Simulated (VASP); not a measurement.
The input files of a VASP run:

File KPOINTS:
```
Automatic mesh
0
G
8 8 4
0 0 0
```

POSCAR:
```
SnSe2
1.0
  3.6886310000   0.0000000000   0.0000000000
 -1.8443160000   3.1944480000   0.0000000000
  0.0000000000   0.0000000000   6.2271330000
Sn Se
1 2
Cart
  0.0000000000   0.0000000000   0.0000000000
  1.8443171776   1.0648149352   4.7145623943
 -0.0000021776   2.1296330648   1.5125706057
```

**INCAR**
```
! general
SYSTEM =SnSe2
PREC   =Accurate
ENCUT  =300   ! plane-wave cut-off (eV)
LREAL  =F   ! projection in real space or not
LASPH  =T   ! aspherical one-centre terms

! electronic loop
EDIFF  =1E-6   ! SCF stop (eV)
NELM   =100   ! most electronic steps
ALGO   =Normal   ! blocked Davidson
LMAXMIX=4   ! l cut-off of mixed one-centre charges

! smearing
ISMEAR =0   ! Gaussian
SIGMA  =0.01

! functional
GGA    =PE

! ions
ISIF   =2   ! forces and stress, cell fixed

! output
LWAVE  =F
LCHARG =F
```

POTCAR, in this order: Sn_d Se (PBE.64 set). Program: vasp_std.

Task: Translate this PBE calculation to Quantum ESPRESSO's pw.x.

Result: One equivalent input (not run):
```
&CONTROL
  calculation = 'scf'
  pseudo_dir = './pseudo'
  outdir = './out'
  tprnfor = .true.
  tstress = .true.
/
&SYSTEM
  ibrav = 0
  nat = 3
  ntyp = 2
  ecutwfc = 86
  occupations = 'smearing'
  smearing = 'gaussian'
  degauss = 0.000735
  input_dft = 'pbe'
/
&ELECTRONS
  conv_thr = 7.3e-08
  electron_maxstep = 100
/
ATOMIC_SPECIES
  Sn 118.710 Sn.upf
  Se 78.971 Se.upf
CELL_PARAMETERS angstrom
     3.6886310    0.0000000    0.0000000
    -1.8443160    3.1944480    0.0000000
     0.0000000    0.0000000    6.2271330
ATOMIC_POSITIONS crystal
  Sn   0.0000000  0.0000000  0.0000000
  Se   0.6666670  0.3333330  0.7571000
  Se   0.3333330  0.6666670  0.2429000
K_POINTS automatic
  8 8 4 0 0 0
```
The two are equivalent in intent, not identical: the potentials are each code's own (VASP's PAW set, PseudoDojo norm-conserving files in pw.x), so ENCUT and ecutwfc are chosen apart and not converted; conv_thr bounds pw.x's estimated SCF error, while EDIFF bounds the energy change between steps.

The structure comes from a computed database's SnSe2 entry; how it stands against other phases isn't given here. The cell was not relaxed at this level, and its volume differs by -5.9 % from the start's.
